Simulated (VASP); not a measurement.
VASP input:

### POSCAR
```
CdGeAs2
1
   -2.9472691259     2.9472691259     5.6082849081
    2.9472691259    -2.9472691259     5.6082849081
    2.9472691259     2.9472691259    -5.6082849081
Cd Ge As
2 2 4
Direct
  0.0000000000   0.0000000000   0.0000000000
  0.7500000000   0.2500000000   0.5000000000
  0.5000000000   0.5000000000   0.0000000000
  0.2500000000   0.7500000000   0.5000000000
  0.8750000000   0.8505598702   0.4755598702
  0.1494401298   0.6250000000   0.0244401298
  0.3750000000   0.3994401298   0.5244401298
  0.6005598702   0.1250000000   0.9755598702
```

File KPOINTS:
```
Automatic mesh
0
Gamma
5 5 5
0 0 0
```

### INCAR
```
SYSTEM = CdGeAs2
ISIF = 3
ALGO = Normal   ! blocked Davidson
PREC = Accurate
SIGMA = 0.05   ! width (eV)
LASPH = .TRUE.
NSW = 40   ! most ionic steps
NELM = 100
LCHARG = .FALSE.
ENCUT = 500   ! plane-wave cut-off (eV)
ISMEAR = 0
LMAXMIX = 4   ! l cut-off of mixed one-centre charges
IBRION = 2   ! conjugate gradients
LWAVE = .FALSE.
EDIFFG = -0.02   ! ionic stop
PSTRESS = 50
EDIFF = 1E-6   ! SCF stop (eV)
LREAL = .FALSE.
```

POTCAR, in this order: Cd Ge_d As (LDA.64 set). Program: vasp_std.

Write an equivalent input for Quantum ESPRESSO's pw.x.

One equivalent input (not run):
```
&CONTROL
  calculation = 'vc-relax'
  pseudo_dir = './pseudo'
  outdir = './out'
  tprnfor = .true.
  tstress = .true.
  nstep = 40
  forc_conv_thr = 0.00078
/
&SYSTEM
  ibrav = 0
  nat = 8
  ntyp = 3
  ecutwfc = 102
  occupations = 'smearing'
  smearing = 'gaussian'
  degauss = 0.003675
  input_dft = 'pz'
/
&ELECTRONS
  conv_thr = 7.3e-08
  electron_maxstep = 100
/
&IONS
/
&CELL
  press = 50
/
ATOMIC_SPECIES
  Cd 112.414 Cd.upf
  Ge 72.630 Ge.upf
  As 74.922 As.upf
CELL_PARAMETERS angstrom
    -2.9472691    2.9472691    5.6082849
     2.9472691   -2.9472691    5.6082849
     2.9472691    2.9472691   -5.6082849
ATOMIC_POSITIONS crystal
  Cd   0.0000000  0.0000000  0.0000000
  Cd   0.7500000  0.2500000  0.5000000
  Ge   0.5000000  0.5000000  0.0000000
  Ge   0.2500000  0.7500000  0.5000000
  As   0.8750000  0.8505599  0.4755599
  As   0.1494401  0.6250000  0.0244401
  As   0.3750000  0.3994401  0.5244401
  As   0.6005599  0.1250000  0.9755599
K_POINTS automatic
  5 5 5 0 0 0
```
What does not carry over: the potentials are each code's own (VASP's PAW set, PseudoDojo norm-conserving files in pw.x), so ENCUT and ecutwfc are chosen apart and not converted; conv_thr bounds pw.x's estimated SCF error, while EDIFF bounds the energy change between steps; forc_conv_thr acts on force components and is met together with etot_conv_thr.

The compound is CdGeAs2 in the chalcopyrite structure. This run relaxes it under an external pressure of 5 GPa. Symmetry was kept, so distortions that lower it aren't found.
